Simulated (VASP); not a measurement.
Consider the following.

```
MgSe
1.0
    0.00000     2.76516     2.76516
    2.76516     0.00000     2.76516
    2.76516     2.76516     0.00000
Mg Se
1 1
Cartesian
  0.00000   0.00000   0.00000
  2.76516   2.76516   2.76516
```

The numbers are results of rev-vdW-DF2, VASP's PBE PAW potentials (set 64) (plane waves; VASP), not measurements. Numerical set-up: 520 eV cut-off, 8×8×8 Γ-centred mesh, Gaussian smearing of 0.050 eV, potentials Mg Se.

Give the stress tensor in GPa (positive for a compressed cell).

```
-1.75   0.00   0.00
 0.00  -1.75   0.00
 0.00   0.00  -1.75
```
The pressure is its mean diagonal, -1.75 GPa.

The compound is MgSe in the rock salt structure. This cell is one point of a volume scan, at 1.03 of the reference volume.
